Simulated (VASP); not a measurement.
# V: V into a neighbouring V vacancy, part 2 of 5

How hard is this move in V: V into a neighbouring V vacancy? Both ends are relaxed first, then a band of images between them.

VASP 6.6.1; PBEsol, no spin polarisation; plane waves and PAW (V).

So far. Step 2 (Relax the host): The run ended after 3 ionic steps, 0.047 eV below its first step, once forces and stress met EDIFFG = -0.02. Step 3 (Relax the host again, on a new basis): The start already met the threshold, so nothing moved.

### 4. Relax the start

System of this step: V. The cell holds 53 atoms: 53 V. Its edges and angles: a = 8.830 Å, b = 8.830 Å, c = 8.830 Å, α = 90.0°, β = 90.0°, γ = 90.0°. It derives from V. Nearest the centre at fractional (0.083, 0.083, 0.083): V5 at 1.26 Å, V11 at 2.39 Å, V1 at 2.44 Å, V4 at 2.45 Å, V3 at 2.45 Å, V28 at 2.46 Å, V33 at 2.47 Å, V37 at 3.18 Å.

A path needs two true minima; the start is relaxed with symmetry off.

File INCAR:

```
SYSTEM = V
PREC = Normal
ENCUT = 280
EDIFF = 1E-05
NELM = 120
ISMEAR = 1
SIGMA = 0.15
LREAL = Auto
ALGO = Fast
GGA = PS
NBANDS = 174
LASPH = .TRUE.
LORBIT = 11
LWAVE = .FALSE.
LCHARG = .FALSE.
KPAR = 6
IBRION = 2
NSW = 60
ISIF = 2
EDIFFG = -0.05
POTIM = 0.4
MAXMIX = 40
ISYM = 0
```

File POSCAR:

```
V
1.0
    8.8297515336      0.0000000000      0.0000000000
    0.0000000000      8.8297515336      0.0000000000
    0.0000000000      0.0000000000      8.8297515336
V
53
Direct
    0.3341161055      0.0018610221      0.0007484629
    0.6637149251      0.0020506939      0.0010110694
   -0.0012162363      0.3346496061      0.0008257818
    0.0006662305      0.0000643783      0.3345716762
    0.1649985471      0.1662976644      0.1655746330
    0.3346897615      0.3334233066     -0.0006624348
    0.3315622564     -0.0005825583      0.3333517759
    0.4993757403      0.1695978110      0.1689469671
    0.6605256955      0.3290545872     -0.0003958709
    0.6657103761      0.0004839162      0.3338255826
    0.8381303851      0.1641478625      0.1658113652
    0.0046270195      0.6681314939      0.0015018846
   -0.0011642601      0.3296003287      0.3337126526
    0.1669135912      0.4972199624      0.1651191109
    0.3331701494      0.6645267387     -0.0002225883
    0.0002162757      0.0000806053      0.6655198810
    0.1680115473      0.1686852217      0.5007267437
    0.3314799851      0.3349905765      0.3321975369
    0.5019913598      0.4975723271      0.1687379984
    0.6666212216      0.6638381638     -0.0007110041
    0.3334558787      0.0006178913      0.6644419424
    0.4974917232      0.1671187395      0.4989427797
    0.6672001033      0.3350536977      0.3295987155
    0.8339095400      0.5027739104      0.1659927477
    0.6648301154      0.0017038845      0.6672407406
    0.8353625706      0.1658847292      0.4966435788
   -0.0002491820      0.6656568350      0.3350894956
    0.1671052585      0.8296393466      0.1639595394
    0.0020018435      0.3348730482      0.6652164710
    0.1666642911      0.5010092550      0.5010609683
    0.3353180827      0.6672476244      0.3331185405
    0.4994136912      0.8357246640      0.1615683256
    0.1663526028      0.1667414142      0.8301048190
    0.3340871792      0.3318581366      0.6686201640
    0.4997155252      0.5015156785      0.5027607654
    0.6675340288      0.6646830975      0.3299032965
    0.8373048700      0.8330812488      0.1651070193
    0.5003267523      0.1662331068      0.8352634947
    0.6667435164      0.3333644771      0.6650480940
    0.8343969376      0.4976582201      0.5015082858
    0.8367851575      0.1632131470      0.8277471529
    0.0013972732      0.6724378321      0.6643995025
    0.1638337540      0.8346673888      0.4980957073
    0.1655204839      0.4992114898      0.8345383549
    0.3324152953      0.6672960906      0.6662668066
    0.4980867613      0.8326089046      0.4978472788
    0.5000147569      0.4974543650      0.8308578517
    0.6699667863      0.6665462008      0.6665445749
    0.8344919988      0.8323800630      0.4994823515
    0.8342963247      0.5006396915      0.8307074458
    0.1685542455      0.8319959572      0.8309412412
    0.4979603615      0.8324487210      0.8370192813
    0.8306706629      0.8336959163      0.8284910128
```

File KPOINTS:

```
Automatic mesh
0
Monkhorst-Pack
2 2 2
0 0 0
```

PAW data sets: V (PBE family, release 64).

Command:

```sh
mpirun -np 6 vasp_std
```

The log of the run:

```text
[banner, memory and clock lines left out]
running    6 mpi-ranks, on    1 nodes
 distrk:  each k-point on    1 cores,    6 groups
 distr:  one band on    1 cores,    1 groups

 POSCAR found type information on POSCAR V
 POSCAR found :  1 types and      53 ions
 [... a notice as in an earlier step ...]

 [... a notice as in an earlier step ...]

 LDA part: xc-table for (Slater+PW92), standard interpolation
 POSCAR, INCAR and KPOINTS ok, starting setup
 FFT: planning ... GRIDC
 FFT: planning ... GRID_SOFT
 FFT: planning ... GRID
 WAVECAR not read
 entering main loop
       N       E                     dE             d eps       ncg     rms          rms(c)
DAV:   1     0.155302860132E+04    0.15530E+04   -0.53474E+04  1392   0.105E+03
DAV:   2    -0.264756411011E+03   -0.18178E+04   -0.17454E+04  1392   0.336E+02
DAV:   3    -0.553237568294E+03   -0.28848E+03   -0.26656E+03  2224   0.150E+02
DAV:   4    -0.581823359140E+03   -0.28586E+02   -0.26365E+02  2208   0.610E+01
DAV:   5    -0.583084641945E+03   -0.12613E+01   -0.12305E+01  2176   0.115E+01    0.964E+01
RMM:   6    -0.528673124682E+03    0.54412E+02   -0.26996E+02  1392   0.818E+01    0.296E+01
RMM:   7    -0.551673245280E+03   -0.23000E+02   -0.16792E+02  1392   0.605E+01    0.445E+01
RMM:   8    -0.506530390775E+03    0.45143E+02   -0.77519E+01  1392   0.459E+01    0.125E+01
RMM:   9    -0.507629149498E+03   -0.10988E+01   -0.33004E+01  1732   0.168E+01    0.115E+01
RMM:  10    -0.506754388577E+03    0.87476E+00   -0.64958E+00  1401   0.108E+01    0.729E+00
RMM:  11    -0.506331641536E+03    0.42275E+00   -0.32406E+00  1403   0.813E+00    0.391E+00
RMM:  12    -0.506492315085E+03   -0.16067E+00   -0.24014E+00  1653   0.499E+00    0.386E+00
RMM:  13    -0.506313920221E+03    0.17839E+00   -0.63961E-01  1400   0.361E+00    0.140E+00
RMM:  14    -0.506356664454E+03   -0.42744E-01   -0.66220E-01  1814   0.209E+00    0.140E+00
RMM:  15    -0.506346723022E+03    0.99414E-02   -0.15335E-01  1487   0.156E+00    0.889E-01
RMM:  16    -0.506353394605E+03   -0.66716E-02   -0.12638E-01  1786   0.100E+00    0.782E-01
RMM:  17    -0.506348683350E+03    0.47113E-02   -0.31306E-02  1535   0.648E-01    0.456E-01
RMM:  18    -0.506348208336E+03    0.47501E-03   -0.25066E-02  1738   0.436E-01    0.270E-01
RMM:  19    -0.506348473677E+03   -0.26534E-03   -0.88130E-03  1625   0.302E-01    0.237E-01
RMM:  20    -0.506348096493E+03    0.37718E-03   -0.31244E-03  1497   0.220E-01    0.139E-01
RMM:  21    -0.506348277248E+03   -0.18076E-03   -0.24235E-03  1690   0.148E-01    0.140E-01
RMM:  22    -0.506348067101E+03    0.21015E-03   -0.55936E-04  1447   0.984E-02    0.657E-02
RMM:  23    -0.506348077231E+03   -0.10129E-04   -0.56304E-04  1932   0.506E-02    0.454E-02
RMM:  24    -0.506348061097E+03    0.16134E-04   -0.13409E-04  1569   0.353E-02    0.241E-02
RMM:  25    -0.506348061457E+03   -0.35987E-06   -0.61531E-05  1229   0.210E-02
   1 F= -.50634806E+03 E0= -.50637720E+03  d E =-.506348E+03
 curvature:   0.00 expect dE= 0.000E+00 dE for cont linesearch  0.000E+00
 trial: gam= 0.00000 g(F)=  0.156E+00 g(S)=  0.000E+00 ort = 0.000E+00 (trialstep = 0.100E+01)
 search vector abs. value=  0.156E+00
 bond charge predicted
       N       E                     dE             d eps       ncg     rms          rms(c)
DAV:   1    -0.506487551416E+03   -0.13949E+00   -0.69116E+00  1504   0.521E+00    0.105E+00
RMM:   2    -0.506523522923E+03   -0.35972E-01   -0.39009E-01  1392   0.295E+00    0.196E+00
RMM:   3    -0.506480316299E+03    0.43207E-01   -0.12531E-01  1392   0.183E+00    0.561E-01
RMM:   4    -0.506483644016E+03   -0.33277E-02   -0.69831E-02  1643   0.820E-01    0.555E-01
RMM:   5    -0.506481693636E+03    0.19504E-02   -0.28365E-02  1586   0.595E-01    0.389E-01
RMM:   6    -0.506480372512E+03    0.13211E-02   -0.11664E-02  1483   0.423E-01    0.184E-01
RMM:   7    -0.506481195079E+03   -0.82257E-03   -0.11764E-02  1937   0.236E-01    0.202E-01
RMM:   8    -0.506480673476E+03    0.52160E-03   -0.17366E-03  1480   0.164E-01    0.794E-02
RMM:   9    -0.506480777659E+03   -0.10418E-03   -0.18533E-03  1946   0.830E-02    0.666E-02
RMM:  10    -0.506480755593E+03    0.22066E-04   -0.36588E-04  1640   0.603E-02    0.463E-02
RMM:  11    -0.506480749090E+03    0.65032E-05   -0.18655E-04  1551   0.485E-02    0.356E-02
RMM:  12    -0.506480738029E+03    0.11061E-04   -0.78285E-05  1410   0.360E-02    0.172E-02
RMM:  13    -0.506480742659E+03   -0.46295E-05   -0.62599E-05  1244   0.201E-02
   2 F= -.50648074E+03 E0= -.50651023E+03  d E =-.132681E+00
[... from here on, the cycles between the ionic steps are left out ...]
   3 F= -.50660453E+03 E0= -.50662945E+03  d E =-.256471E+00
   4 F= -.50660599E+03 E0= -.50663007E+03  d E =-.257927E+00
   5 F= -.50665518E+03 E0= -.50667676E+03  d E =-.491922E-01
   6 F= -.50676564E+03 E0= -.50678617E+03  d E =-.159653E+00
   7 F= -.50659649E+03 E0= -.50661646E+03  d E =0.950024E-02
   8 F= -.50678440E+03 E0= -.50680589E+03  d E =-.178415E+00
   9 F= -.50682501E+03 E0= -.50684752E+03  d E =-.406032E-01
  10 F= -.50687434E+03 E0= -.50689499E+03  d E =-.899399E-01
  11 F= -.50690145E+03 E0= -.50692087E+03  d E =-.271039E-01
  12 F= -.50692749E+03 E0= -.50694306E+03  d E =-.531464E-01
 curvature:  -1.60 expect dE=-0.610E-02 dE for cont linesearch -0.894E-05
 trial: gam= 0.10291 g(F)=  0.382E-02 g(S)=  0.000E+00 ort = 0.428E-03 (trialstep = 0.142E+01)
 search vector abs. value=  0.426E-02
 bond charge predicted
       N       E                     dE             d eps       ncg     rms          rms(c)
DAV:   1    -0.506932297446E+03   -0.48030E-02   -0.37258E-01  1472   0.121E+00    0.263E-01
RMM:   2    -0.506932849807E+03   -0.55236E-03   -0.17594E-02  1392   0.622E-01    0.362E-01
RMM:   3    -0.506931740074E+03    0.11097E-02   -0.59400E-03  1395   0.364E-01    0.154E-01
RMM:   4    -0.506931852928E+03   -0.11285E-03   -0.37252E-03  1588   0.197E-01    0.130E-01
RMM:   5    -0.506931779543E+03    0.73384E-04   -0.15577E-03  1585   0.136E-01    0.933E-02
RMM:   6    -0.506931731279E+03    0.48264E-04   -0.69239E-04  1540   0.952E-02    0.624E-02
RMM:   7    -0.506931719388E+03    0.11891E-04   -0.42964E-04  1606   0.684E-02    0.437E-02
RMM:   8    -0.506931720761E+03   -0.13725E-05   -0.20484E-04  1463   0.558E-02    0.411E-02
RMM:   9    -0.506931708711E+03    0.12050E-04   -0.98496E-05  1443   0.378E-02    0.196E-02
RMM:  10    -0.506931712118E+03   -0.34079E-05   -0.64099E-05  1227   0.196E-02
  13 F= -.50693171E+03 E0= -.50694611E+03  d E =-.422275E-02
 trial-energy change:   -0.004223  1 .order   -0.004200   -0.005493   -0.002907
 step:   3.0162(harm=  3.0162)  dis= 0.00812  next Energy=  -506.933322 (dE=-0.583E-02)
 reached required accuracy - stopping structural energy minimisation
```

The job ended after 5.6 min (6 MPI ranks of Intel Xeon 6975P-C (Granite Rapids), shared host; peak memory 2 GiB).

From OUTCAR (step 4):

```text
 Found      4 irreducible k-points:

   k-points           NKPTS =      4   k-points in BZ     NKDIM =      4   number of bands    NBANDS=    174

   dimension x,y,z NGX =    36 NGY =   36 NGZ =   36
   dimension x,y,z NGXF=    72 NGYF=   72 NGZF=   72

   ENCUT  =  280.0 eV  20.58 Ry    4.54 a.u.  12.05 12.05 12.05*2*pi/ulx,y,z

   NELECT =     265.0000    total number of electrons

 E-fermi :   6.3264

 k-point     1 :       0.2500    0.2500    0.2500
  band No.  band energies     occupation
    ...
    131       6.2903      1.39487
    132       6.2910      1.38743
    133       6.3250      1.01600
    134       6.3612      0.61916
    135       6.3621      0.60933
    136       6.4122      0.18608
    137       6.4523      0.00125
    138       6.4539     -0.00338
    139       6.5053     -0.07058
    140       6.5079     -0.07084
    ...

 k-point     2 :      -0.2500    0.2500    0.2500
  band No.  band energies     occupation
    ...
    131       6.2905      1.39279
    132       6.2919      1.37877
    133       6.3252      1.01425
    134       6.3613      0.61818
    135       6.3620      0.61042
    136       6.4123      0.18529
    137       6.4518      0.00263
    138       6.4536     -0.00263
    139       6.5069     -0.07076
    140       6.5089     -0.07090
    ...

  Total       -4.2764456     -4.3383784     -4.3499233     -0.0834499      0.0254056      0.1090188
  in kB       -9.9528644    -10.0970047    -10.1238741     -0.1942186      0.0591283      0.2537269
  external PRESSURE =     -10.0579144 kB  Pullay stress =       0.0000000 kB

  energy-cutoff  :      280.00
  volume of cell :      688.41
      direct lattice vectors                 reciprocal lattice vectors
     8.829751534  0.000000000  0.000000000     0.113253470  0.000000000  0.000000000
     0.000000000  8.829751534  0.000000000     0.000000000  0.113253470  0.000000000
     0.000000000  0.000000000  8.829751534     0.000000000  0.000000000  0.113253470

 POSITION                                       TOTAL-FORCE (eV/Angst)
 -----------------------------------------------------------------------------------
      3.04294      8.82536      8.82201         0.006096      0.018647      0.022073
      5.78061      8.82431      8.81716         0.012668      0.022209      0.032356
      0.00371      3.04680      8.82332        -0.024074     -0.004256      0.011247
      8.82940      8.82632      3.03879         0.003658      0.010001      0.000797
      1.37618      1.37795      1.37742         0.002217     -0.010761     -0.022672
      2.91888      2.91783      8.82480         0.008119      0.008988      0.008241
      2.92305      8.82947      2.91656        -0.003551     -0.006413     -0.009010
      4.41541      1.48945      1.48556        -0.000896      0.002526     -0.001820
      5.91040      2.92250      8.82256        -0.015221     -0.021702      0.008829
      5.91105      8.82816      2.91311        -0.006638      0.001862     -0.000381
      7.45306      1.37611      1.36918         0.005308     -0.002984     -0.008621
      0.00155      5.78673      8.82272        -0.002113     -0.002762      0.011706
      0.00313      2.92028      2.91361        -0.010441     -0.004420      0.011539
      1.49621      4.41641      1.48780        -0.011866     -0.015097     -0.012212
      2.91868      5.91058      8.82418         0.026749     -0.007345      0.011076
      8.82948      0.00077      5.78152        -0.001877      0.003874     -0.017043
      1.49269      1.49225      4.40820        -0.003195     -0.009083      0.013370
      2.93431      2.92654      2.92677        -0.002141      0.017429     -0.002237
      4.41714      4.41195      1.45656        -0.001873      0.002254      0.012124
      5.91427      5.90823      8.82501        -0.016819      0.000708     -0.003794
      2.91835      0.00213      5.90503         0.011241     -0.014117     -0.005067
      4.41595      1.45867      4.40997         0.000732      0.020680      0.002139
      5.89979      2.92610      2.92532        -0.003704      0.014945     -0.001773
      7.33756      4.41138      1.48768         0.023360      0.015354     -0.017918
      5.91436      8.82974      5.90266        -0.033771     -0.004573     -0.001750
      7.33699      1.49292      4.40913         0.015407     -0.016004     -0.000862
      0.00595      5.90952      2.91102        -0.015820     -0.003030      0.013328
      1.38495      7.44834      1.38038        -0.024808      0.001257     -0.034798
      8.82893      2.91805      5.90407         0.005519      0.011109      0.002921
      1.46430      4.41312      4.40998         0.012308      0.000970      0.003080
      2.93380      5.89350      2.92994         0.013615      0.014188     -0.021098
      4.41764      7.33457      1.48969        -0.009268     -0.006471     -0.022435
      1.37737      1.38032      7.44906        -0.012650     -0.020658     -0.000015
      2.93316      2.93154      5.89169         0.002030     -0.009560      0.008324
      4.41700      4.41211      4.40661         0.001071      0.002925      0.023194
      5.90066      5.89504      2.92653        -0.002979      0.009839     -0.017079
      7.44893      7.45462      1.36999         0.029422     -0.005398     -0.011784
      4.41220      1.49337      7.33192         0.010486     -0.009383     -0.009367
[...]
-----------------------------------------------------------------------------------
    total drift:                               -0.006358      0.005156      0.012918

  FREE ENERGIE OF THE ION-ELECTRON SYSTEM (eV)
  ---------------------------------------------------
  free  energy   TOTEN  =      -506.9317121184 eV

  energy  without entropy=     -506.9749032650  energy(sigma->0) =     -506.94610917

 total charge
# of ion       s       p       d       tot
------------------------------------------
    1        0.630   0.734   3.625   4.990
    2        0.631   0.735   3.629   4.996
    3        0.631   0.735   3.628   4.994
    4        0.631   0.734   3.629   4.994
    5        0.591   0.658   3.529   4.777
    6        0.602   0.711   3.586   4.899
    7        0.602   0.712   3.587   4.901
    8        0.609   0.695   3.660   4.964
    9        0.602   0.711   3.588   4.901
   10        0.602   0.712   3.586   4.900
   11        0.590   0.658   3.526   4.774
   12        0.630   0.734   3.625   4.989
   13        0.602   0.711   3.585   4.898
   14        0.609   0.696   3.662   4.967
   15        0.601   0.711   3.586   4.898
   16        0.630   0.734   3.626   4.990
   17        0.609   0.696   3.661   4.967
   18        0.601   0.708   3.601   4.910
   19        0.604   0.723   3.578   4.906
   20        0.602   0.712   3.585   4.899
   21        0.602   0.711   3.586   4.898
   22        0.605   0.723   3.582   4.910
   23        0.601   0.707   3.601   4.909
   24        0.609   0.695   3.661   4.965
   25        0.602   0.711   3.585   4.898
   26        0.609   0.695   3.662   4.966
   27        0.602   0.711   3.585   4.898
   28        0.591   0.657   3.531   4.779
   29        0.601   0.711   3.584   4.896
   30        0.605   0.723   3.581   4.910
   31        0.602   0.708   3.604   4.913
   32        0.609   0.697   3.659   4.964
   33        0.590   0.657   3.529   4.776
   34        0.601   0.708   3.601   4.910
   35        0.598   0.708   3.575   4.881
   36        0.601   0.707   3.601   4.909
   37        0.590   0.657   3.528   4.775
[...]
--------------------------------------------------
tot         32.074  37.258 190.815 260.148

[... 1 part as in an earlier step ...]

[... 5 further parts left out ...]
```

The steps of the relaxation:

```tsv
step	energy less that of the first step (eV)	largest force (eV/Å)
1	0.0000	0.6493
2	-0.1327	0.4223
3	-0.2565	0.2296
4	-0.2579	0.2377
5	-0.3071	0.2732
6	-0.4176	0.3589
7	-0.2484	0.7511
8	-0.4363	0.3574
9	-0.4769	0.3063
10	-0.5263	0.2594
11	-0.5534	0.1692
12	-0.5794	0.0720
13	-0.5837	0.0428
```

The atoms that moved most (Å):

```tsv
atom	dx	dy	dz	length
V53	0.115	0.087	0.124	0.190
V51	-0.107	0.100	0.103	0.179
V33	-0.091	-0.092	0.119	0.176
V28	-0.091	0.123	-0.067	0.167
V41	0.057	-0.060	0.140	0.163
V5	-0.081	-0.090	-0.085	0.148
V37	0.056	0.099	-0.088	0.143
V11	0.053	-0.073	-0.095	0.131
```

Numbers from this step:

- electronic cycles: 160
- electrons: 265
- free energy (TOTEN): -506.9317 eV
- energy at zero smearing: -506.9461 eV
- Fermi energy: 6.326 eV

The run ended after 13 ionic steps, 0.584 eV below its first step, once the forces on the free atoms met EDIFFG = -0.05.

[end of part 2 of 5]

[Lines on the potential files, build, host, timing and source positions are cut from VASP's logs without a mark.]

[Logs are printed without paths, hosts, clocks, repeated set-up lines and the standing remarks that a program may print on its own settings, such as how far it seeks lower states.]

[Hosts, paths, dates, database ids (printed as entryN), source tags and the programs' standing remarks are cut or masked in the printed files.]

[Runs that stopped without an error message from VASP are left out.]
